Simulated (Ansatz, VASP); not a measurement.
# Cross-check of Cu between VASP and Ansatz

Aim: how closely do two programs agree when they are given the same cell, functional and k mesh? The structure shown is the end of the VASP relaxation below.

Calculated with Ansatz 0.2.0; plane waves, with VASP 6.6.1 beside it; single point at LDA.

### 1. The structure

The structure is cubic, space group Fm-3m (No. 225). Conventional cell: a = 3.523 Å, b = 3.523 Å, c = 3.523 Å, α = 90.00°, β = 90.00°, γ = 90.00°. Cu has 12 Cu at 2.49 Å nearest.

Structure file:

```
Cu
1.0
     2.49085    0.00000    0.00000
     0.00000    2.49085    0.00000
     0.00000    0.00000    3.52260
Cu
2
Direct
  0.00000 0.00000 0.00000
  0.50000 0.50000 0.50000
```

### 2. VASP: relaxation, LDA

This run makes the geometry at which the two programs are then compared.

Lines of VASP's logs that name or quote its potential files are left out, and so is its time.

File INCAR:

```
SYSTEM = Cu
PREC = Accurate
ENCUT = 500
EDIFF = 1E-07
NELM = 100
ISMEAR = 1
SIGMA = 0.15
LREAL = .FALSE.
ALGO = Normal
GGA = CA
NBANDS = 17
LASPH = .TRUE.
LORBIT = 11
LWAVE = .FALSE.
LCHARG = .FALSE.
KPAR = 4
IBRION = 2
NSW = 50
ISIF = 7
EDIFFG = 1E-06
```

File POSCAR:

```
Cu
1.0
    2.4916111335      0.0000000000      0.0000000000
    0.0000000000      2.4916111335      0.0000000000
    0.0000000000      0.0000000000      3.5236702635
Cu
2
Direct
    0.0000000000      0.0000000000      0.0000000000
    0.5000000000      0.5000000000      0.5000000000
```

File KPOINTS:

```
Automatic mesh
0
Gamma
18 18 12
0 0 0
```

PAW data sets: Cu (LDA family, release 64).

Launch:

```sh
mpirun -np 4 vasp_std
```

Numbers of over 12 decimals in the logs are rounded to 6 here.

The program printed:

```text
[banner, memory and clock lines left out]
running    4 mpi-ranks, on    1 nodes
 distrk:  each k-point on    1 cores,    4 groups
 distr:  one band on    1 cores,    1 groups

 POSCAR found type information on POSCAR Cu
 POSCAR found :  1 types and       2 ions
 LDA part: xc-table for (Slater(with rela. corr.)+CA(PZ))
 , standard interpolation
 POSCAR, INCAR and KPOINTS ok, starting setup
 FFT: planning ... GRIDC
 FFT: planning ... GRID_SOFT
 FFT: planning ... GRID
 WAVECAR not read
 entering main loop
       N       E                     dE             d eps       ncg     rms          rms(c)
DAV:   1     0.116831425832E+03    0.11683E+03   -0.10434E+04 14298   0.233E+03
DAV:   2    -0.605734473485E+01   -0.12289E+03   -0.11729E+03 13110   0.296E+02
DAV:   3    -0.113954727147E+02   -0.53381E+01   -0.51979E+01 15000   0.880E+01
DAV:   4    -0.114478221686E+02   -0.52349E-01   -0.52324E-01 16438   0.899E+00
DAV:   5    -0.114485478869E+02   -0.72572E-03   -0.72570E-03 17105   0.897E-01    0.114E+01
DAV:   6    -0.101425423774E+02    0.13060E+01   -0.12815E+01 13821   0.108E+02    0.529E+00
DAV:   7    -0.944827261468E+01    0.69427E+00   -0.23757E+00 14089   0.433E+01    0.843E-01
DAV:   8    -0.941885942249E+01    0.29413E-01   -0.17291E-02 16115   0.184E+00    0.468E-01
DAV:   9    -0.941444866631E+01    0.44108E-02   -0.49013E-03 16651   0.208E+00    0.179E-02
DAV:  10    -0.941447274455E+01   -0.24078E-04   -0.17700E-04 15404   0.130E-01    0.648E-03
DAV:  11    -0.941447396634E+01   -0.12218E-05   -0.20672E-06 21138   0.251E-02    0.269E-03
DAV:  12    -0.941447395129E+01    0.15051E-07   -0.35683E-07 14143   0.145E-02
   1 F= -.94144740E+01 E0= -.94142722E+01  d E =-.941447E+01
 curvature:   0.00 expect dE= 0.000E+00 dE for cont linesearch  0.000E+00
 trial: gam= 0.00000 g(F)=  0.000E+00 g(S)=  0.343E-04 ort = 0.000E+00 (trialstep = 0.100E+01)
 search vector abs. value=  0.343E-04
 bond charge predicted
       N       E                     dE             d eps       ncg     rms          rms(c)
DAV:   1    -0.941563103056E+01   -0.11571E-02   -0.13361E-02 13572   0.303E+00    0.278E-01
DAV:   2    -0.941483114639E+01    0.79988E-03   -0.60401E-03 13722   0.231E+00    0.102E-01
DAV:   3    -0.941451196174E+01    0.31918E-03   -0.10049E-03 13603   0.924E-01    0.396E-02
DAV:   4    -0.941447911853E+01    0.32843E-04   -0.82512E-06 20592   0.649E-02    0.115E-03
DAV:   5    -0.941447905947E+01    0.59060E-07   -0.42769E-07 17196   0.839E-03
   2 F= -.94144791E+01 E0= -.94142786E+01  d E =-.510818E-05
 trial-energy change:   -0.000005  1 .order   -0.000007   -0.000034    0.000021
 step:   0.5797(harm=  0.6193)  dis= 0.00000  next Energy=    -9.414484 (dE=-0.965E-05)
 bond charge predicted
       N       E                     dE             d eps       ncg     rms          rms(c)
DAV:   1    -0.941468813535E+01   -0.20902E-03   -0.23539E-03 13507   0.127E+00    0.117E-01
DAV:   2    -0.941454648730E+01    0.14165E-03   -0.10641E-03 13674   0.969E-01    0.427E-02
DAV:   3    -0.941449051976E+01    0.55968E-04   -0.17637E-04 13538   0.387E-01    0.167E-02
DAV:   4    -0.941448468447E+01    0.58353E-05   -0.14564E-06 20450   0.280E-02    0.534E-04
DAV:   5    -0.941448467444E+01    0.10030E-07   -0.55216E-08  8877   0.307E-03
   3 F= -.94144847E+01 E0= -.94142837E+01  d E =-.107232E-04
 curvature:  -0.31 expect dE=-0.580E-08 dE for cont linesearch -0.580E-08
 trial: gam=-0.02295 g(F)=  0.000E+00 g(S)=  0.190E-07 ort = 0.806E-06 (trialstep = 0.916E+00)
 search vector abs. value=  0.110E-09
 reached required accuracy - stopping structural energy minimisation
```

OUTCAR, selected parts (step 2):

```text
ion  position               nearest neighbor table
   1  0.000  0.000  0.000-   2 2.49   2 2.49   2 2.49   2 2.49   2 2.49   2 2.49   2 2.49   2 2.49

  LATTYP: Found a simple tetragonal cell.
 ALAT       =     2.4916111335
 C/A-ratio  =     1.4142135649

 Subroutine GETGRP returns: Found 16 space group operations
 (whereof 16 operations were pure point group operations)

The static configuration has the point symmetry D_4h.

 Found    385 irreducible k-points:

   k-points           NKPTS =    385   k-points in BZ     NKDIM =    385   number of bands    NBANDS=     17

   dimension x,y,z NGX =    18 NGY =   18 NGZ =   28
   dimension x,y,z NGXF=    36 NGYF=   36 NGZF=   56

   ENCUT  =  500.0 eV  36.75 Ry    6.06 a.u.   4.54  4.54  6.42*2*pi/ulx,y,z

   NELECT =      22.0000    total number of electrons

 k-points in reciprocal lattice and weights: Automatic mesh
   0.00000000  0.00000000  0.00000000       0.000
   0.05555556  0.00000000  0.00000000       0.001
   0.11111111  0.00000000  0.00000000       0.001
   0.16666667  0.00000000  0.00000000       0.001
   0.22222222  0.00000000  0.00000000       0.001
   0.27777778  0.00000000  0.00000000       0.001
   0.33333333  0.00000000  0.00000000       0.001
   0.38888889  0.00000000  0.00000000       0.001
   0.44444444  0.00000000  0.00000000       0.001
[...]
0.50000000  0.44444444  0.50000000       0.001
   0.50000000  0.50000000  0.50000000       0.000

 average (electrostatic) potential at core
       1 -63.7690       2 -63.7690

 E-fermi :   8.3645

 k-point     1 :       0.0000    0.0000    0.0000
  band No.  band energies     occupation
    ...
      7       5.9734      2.00000
      8       5.9743      2.00000
      9       6.6005      2.00000
     10       6.7720      2.00000
     11       6.7720      2.00000
     12       9.7817     -0.00000
     13      16.0265      0.00000
     14      21.9680      0.00000
     15      21.9680      0.00000
     16      26.8092      0.00000
    ...

 k-point     2 :       0.0556    0.0000    0.0000
  band No.  band energies     occupation
    ...
      7       5.9593      2.00000
      8       5.9749      2.00000
      9       6.5706      2.00000
     10       6.6257      2.00000
     11       6.7607      2.00000
     12      10.0089     -0.00000
     13      16.0519      0.00000
     14      21.0979      0.00000
     15      22.0847      0.00000
     16      27.2942      0.00000
    ...

 k-point     3 :       0.1111    0.0000    0.0000
  band No.  band energies     occupation
    ...
      7       5.9166      2.00000
      8       5.9835      2.00000
      9       6.2822      2.00000
     10       6.4855      2.00000
     11       6.7269      2.00000
     12      10.5945     -0.00000
     13      16.1279      0.00000
     14      19.3264      0.00000
     15      22.4301      0.00000
     16      27.8714      0.00000
    ...

  Total        0.0284025      0.0284025     -0.0583402      0.0000000     -0.0000000      0.0000000
  in kB        2.0821280      2.0821280     -4.2768013      0.0000000     -0.0000000      0.0000000
  external PRESSURE =      -0.0375151 kB  Pullay stress =       0.0000000 kB

  energy-cutoff  :      500.00
  volume of cell :       21.86
      direct lattice vectors                 reciprocal lattice vectors
     2.490852572  0.000000000  0.000000000     0.401468963  0.000000000  0.000000000
     0.000000000  2.490852572  0.000000000     0.000000000  0.401468963  0.000000000
     0.000000000  0.000000000  3.522597496     0.000000000  0.000000000  0.283881426

 POSITION                                       TOTAL-FORCE (eV/Angst)
 -----------------------------------------------------------------------------------
      0.00000      0.00000      0.00000         0.000000      0.000000     -0.000000
      1.24543      1.24543      1.76130        -0.000000     -0.000000      0.000000
 -----------------------------------------------------------------------------------
    total drift:                                0.000000     -0.000000     -0.000000

  FREE ENERGIE OF THE ION-ELECTRON SYSTEM (eV)
  ---------------------------------------------------
  free  energy   TOTEN  =        -9.4144846744 eV

  energy  without entropy=       -9.4138817782  energy(sigma->0) =       -9.41428371

 reached required accuracy - stopping structural energy minimisation

 total charge
# of ion       s       p       d       tot
------------------------------------------
    1        0.478   0.442   9.187  10.107
    2        0.478   0.442   9.187  10.107
--------------------------------------------------
tot          0.957   0.883  18.374  20.214

[... 3 further parts left out ...]
```

CONTCAR:

```
Cu
   1.00000000000000
     2.4908525723027535    0.0000000000000000    0.0000000000000000
     0.0000000000000000    2.4908525723027535    0.0000000000000000
     0.0000000000000000    0.0000000000000000    3.5225974959650324
  Cu
     2
Direct
     0.0000000000000000    0.0000000000000000    0.0000000000000000
     0.5000000000000000    0.5000000000000000    0.5000000000000000
```

### 3. Ansatz: single point, LDA

Ansatz runs on its default PAW (the set named soft_2) files.

The same cell, functional (in two slightly different forms), mesh and smearing now go to Ansatz, which takes its cutoff from its data sets.

File input.yaml:

```yaml
crystal:
  lattice:
    - [2.49085257, 0.0, 0.0]
    - [0.0, 2.49085257, 0.0]
    - [0.0, 0.0, 3.5225975]
  atoms:
    - { symbol: Cu, position: [0.0, 0.0, 0.0] }
    - { symbol: Cu, position: [0.5, 0.5, 0.5] }
hamiltonian:
  xc: lda
  pseudopotentials: { kind: paw }
kpoints:
  mp_grid: { grid: [18, 18, 12] }
scf:
  occupations: { method: methfessel_paxton, width: 0.15 }
  n_extra_bands: 4
output:
  forces: true
  stress: true
  eigenvalues: true
```

Launch:

```sh
ansatz run input.yaml --threads 2 --pin off --max-ram 4608MiB --backend cpu --events-out ev --progress --plain --runs-dir out
```

The program printed:

```text
scf.n_extra_bands = 4 over 19 filled bands (N_el = 38.0): the run solves 23 bands
Engine: ansatz 0.2.0, aarch64-unknown-linux-gnu
Pseudopotentials: kind: paw
Pseudopotential: Cu, paw, valence charge 19, recommended cutoff 420 eV (normal), Cu.paw.azcp
Functional definition: SPW92
  exchange = slater_x
  correlation = pw_c
Crystal: 2 atoms, lattice volume = 21.855 Å³
Basis set: ecut = 420 eV, 403 PW (Γ)
Bands: 23, of which v1, the nominal top of the filled ones, is band 19 counted from 1 (18 counted from 0)
Symmetry: 32 space group operations
Space group: Fm-3m (ITA 225), of the structure as read, at distance tolerance 2.8e-5 Å
k-points: 385 of 3888
Non-local potential: Cu, projectors of the file, l = 0: 3, l = 1: 2, l = 2: 3, l = 3: 1
PAW form: soft (Blöchl's): semilocal exchange-correlation on the pseudo side does not see the compensation charge
PAW frozen core: Cu, regenerated for the run's functional, and the local potential with it (the file was generated under x = pbe(κ = 0.804, μ = 0.219515), c = pbe(β = 0.066725))
PAW one-centre angular grid: Cu, 590 points (default); XC on 64 Gauss nodes
Initial density: superposition of atomic densities (neutral atoms: chi_scale 0, normalization atom), corrected by the library's trained network
Initial wavefunctions: pseudopotential atomic-orbital guess
Functional: x = slater, c = lda
SCF iter   1: F=—  HF=-13111.455257 eV  |F-HF|=—  |Δ(HF+E_count)|=         —  Δρ=2.30e-2  dr2=5.07e-2  ethr=1.77e-3  ⟨swp⟩=4.9  Hψ=32252  notcnv=0
preconditioner: auto → none  [metal: Δε(μ)=0.007 eV  Ē_g=11.335 eV  σ=0.150 eV  W_gap=0.04  n_scr=6 (ndim 8)  ℏωp=37.3 eV  f_vac=0.000  D(μ)=0.69/eV (n_scr^D=2)  sad-step TF]
SCF iter   2: F=—  HF=-13111.442007 eV  |F-HF|=—  |Δ(HF+E_count)|=   1.33e-2  S|Δr|=    0.00e0  Δρ=4.39e-3  dr2=1.47e-3  ethr=1.33e-4  ⟨swp⟩=2.1  Hψ=16408  notcnv=0  defer=44
SCF iter   3: F=—  HF=-13111.441729 eV  |F-HF|=—  |Δ(HF+E_count)|=   2.78e-4  S|Δr|=    0.00e0  Δρ=1.60e-3  dr2=1.76e-4  ethr=3.88e-6  ⟨swp⟩=1.0  Hψ=8820  notcnv=0  defer=44
SCF iter   4: F=—  HF=-13111.441666 eV  |F-HF|=—  |Δ(HF+E_count)|=   6.29e-5  S|Δr|=    0.00e0  Δρ=8.96e-5  dr2=7.99e-7  ethr=4.64e-7  ⟨swp⟩=1.3  Hψ=10010  notcnv=0  defer=44
SCF iter   5: F=—  HF=-13111.441664 eV  |F-HF|=—  |Δ(HF+E_count)|=   1.84e-6  S|Δr|=    0.00e0  Δρ=3.92e-6  dr2=1.35e-9  ethr=2.63e-10  ⟨swp⟩=5.4  Hψ=39125  notcnv=0
SCF iter   6: F=-13111.441664 eV  HF=-13111.441664 eV  |F-HF|=3.64e-12  |Δ(HF+E_count)|=  3.31e-10  S|Δr|=    0.00e0  Δρ=3.07e-7  dr2=8.13e-12  ethr=3.54e-12  ⟨swp⟩=1.0  Hψ=25877  notcnv=0
SCF 1 converged in 6 iterations: F = -13111.441664 eV  dr2 = 8.13e-12
  greatest PAW one-centre occupation: 1.000 electrons in one spin orbital (limit 2), on the Cu atom at site 1 (counted from 0), in its partial waves of l = 0
SCF converged after 6 iterations
Stability not checked: this state was not tested for a lower state beside it, because cold or Methfessel-Paxton smearing, or corrected tetrahedra, fill the levels in a way that the test cannot read (fill_not_monotonic; see scf.lower_state_search)
Free energy (F): -13111.441664 eV
Harris-Foulkes:  -13111.441664 eV  (|F-HF|=3.64e-12)
Internal energy: -13111.441115 eV  (E = F + TS)
E sigma→0 (E₀):  -13111.441527 eV
Entropy (-TS):   -0.000550 eV (-0.275 meV/atom)
Fermi energy:    18.085672 eV
--- Per-component energies (eV) ---
  E_band       = -670.430674
  E_kinetic    = 603.062336
  E_local      = -7817.295109  (includes V_loc(G=0)·N_el)
  E_nonlocal   = 786.741503
  E_hartree    = 3445.426895
  E_xc         = -179.763338
  E_vxc        = -233.165996  (∫ρ·V_xc dr)
  E_paw        = -3184.664986  (= ΣΔE_a)
  E_vpaw       = -900.627443  (= ΣTr[D̂ρ^β])
  E_aug_tail   = 0.000560  (compensation charges beyond the density's cutoff)
  E_ewald      = -6765.848294
  E_core_change = 0.899320  (= ΣΔE_core)
  E_smearing   = -0.000550  (= −TS)
  E_closure    = 0.000000  (closes the sum)
  Σ components = -13111.441664   (vs F -13111.441664, Δ=0.00e0)
--- Forces (eV/Å), atoms counted from 1 ---
  atom   1  Cu     0.00000000    -0.00000000     0.00000000
  atom   2  Cu     0.00000000    -0.00000000     0.00000000
  max |Σ_I F_I| component: 1.88e-29 eV/Å
--- Stress (GPa, compression-positive) ---
       -0.531435      -0.000000       0.000000
        0.000000      -0.531435       0.000000
        0.000000       0.000000      -1.102894
  P = ⅓ Tr σ = -0.7219 GPa (-7.219 kbar)
--- Band table (eV; the first three rows and the last of 385) ---
  k-point 0: bands = [... 15 lower, 15.7293, 16.3643, 16.5378, 16.5378, 19.4438, 25.7204, 31.6119, 31.6119]
  k-point 1: bands = [... 15 lower, 15.7398, 16.3532, 16.4973, 16.4973, 18.9322, 26.4017, 31.7456, 31.7456]
  k-point 2: bands = [... 15 lower, 15.7708, 16.3207, 16.3816, 16.3816, 17.8311, 28.0253, 32.1395, 32.1395]
  k-point 384: bands = [... 15 lower, 15.6754, 16.5411, 16.5411, 24.5373, 24.5373, 24.5373, 24.5373, 26.8154]
```

Wall time 8.2 s (2 threads of Arm Neoverse N1, shared host); peak memory 0.41 GiB; 16 s of CPU time.

The run ends at a pressure of -0.72 GPa.

### 4. Comparison

Known differences besides the potentials themselves: the two LDA forms differ slightly; the data sets hold 38 valence electrons in Ansatz (default PAW (the set named soft_2) files) and 22 in VASP; the cutoff is 420 eV in Ansatz and 500 eV in VASP; VASP's log shows a relativistic correction to its local exchange, Ansatz's none. Total energies have different zeros and are not compared.

Both answers:

| quantity | Ansatz | VASP | difference |
| --- | --- | --- | --- |
| pressure (GPa) | -0.72 | 0.00 | -0.72 |
| pressure without Ansatz's Pulay correction (GPa) | -0.84 | 0.00 | -0.83 |

Ansatz's pressure holds a Pulay correction of 0.12 GPa; VASP's holds none.

### 5. What came out

```
difference in pressure (single point, LDA) : -0.72 GPa
```

**Reading.** The difference in pressure is -0.72 GPa (single point, LDA), within the 1 GPa picked in this series as the mark of a large difference. How closely two codes agree says nothing of how well the functional describes the real material.

[Lines on the potential files, build, host, timing and source positions are cut from VASP's logs without a mark.]

[Logs are printed without paths, hosts, clocks, repeated set-up lines and the standing remarks that a program may print on its own settings, such as how far it seeks lower states.]

[Hosts, paths, dates, database ids (printed as entryN), source tags and the programs' standing remarks are cut or masked in the printed files.]
